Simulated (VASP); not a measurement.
The input files of a VASP run:

**INCAR**
```
LWAVE = F
PREC = Accurate
ISMEAR = 0
ISIF = 2   # forces and stress, cell fixed
GGA = PE
ALGO = Normal
LREAL = F   # projection in real space or not
LCHARG = F
ENCUT = 400
LASPH = T   # aspherical one-centre terms
SIGMA = 0.05   # width (eV)
SYSTEM = TeRu
LMAXMIX = 4   # l cut-off of mixed one-centre charges
NELM = 100   # most electronic steps
EDIFF = 1E-6   # SCF stop (eV)
```

File KPOINTS:
```
Automatic mesh
0
Gamma
8 8 8
0 0 0
```

File POSCAR:
```
TeRu
6.5532110
 -0.2725527989   0.2725527989   0.9227296359
  0.2725527989  -0.2725527989   0.9227296359
  0.2725527989   0.2725527989  -0.9227296359
Ru Te
2 2
Cart
 -0.0000000000   0.0000000000   1.3840944538
  0.0000000000   0.2725527989   0.0000000000
 -0.0000000000   0.0000000000   0.3063462391
 -0.0000000000   0.2725527989   0.7677110571
```

POTCAR, in this order: Ru_pv Te (PBE.64 set). Program: vasp_std.

Write an equivalent input for Quantum ESPRESSO's pw.x.

One equivalent input (not run):
```
&CONTROL
  calculation = 'scf'
  pseudo_dir = './pseudo'
  outdir = './out'
  tprnfor = .true.
  tstress = .true.
/
&SYSTEM
  ibrav = 0
  nat = 4
  ntyp = 2
  ecutwfc = 84
  occupations = 'smearing'
  smearing = 'gaussian'
  degauss = 0.003675
  input_dft = 'pbe'
/
&ELECTRONS
  conv_thr = 7.3e-08
  electron_maxstep = 100
/
ATOMIC_SPECIES
  Ru 101.070 Ru.upf
  Te 127.600 Te.upf
CELL_PARAMETERS angstrom
    -1.7860960    1.7860960    6.0468420
     1.7860960   -1.7860960    6.0468420
     1.7860960    1.7860960   -6.0468420
ATOMIC_POSITIONS crystal
  Ru   0.7500000  0.7500000  0.0000000
  Ru   0.5000000  0.0000000  0.5000000
  Te   0.1660000  0.1660000  0.0000000
  Te   0.9160000  0.4160000  0.5000000
K_POINTS automatic
  8 8 8 0 0 0
```
Limits of the translation: the potentials are each code's own (VASP's PAW set, PseudoDojo norm-conserving files in pw.x), so ENCUT and ecutwfc are chosen apart and not converted; conv_thr bounds pw.x's estimated SCF error, while EDIFF bounds the energy change between steps.

The structure was generated: TeRu was put into the NbAs type (I4_1md), which need not be its known phase. The cell was not relaxed at this level. The k-mesh is coarse (spacing up to 0.31 per Å, 2π included), so the numbers may not be converged in it.
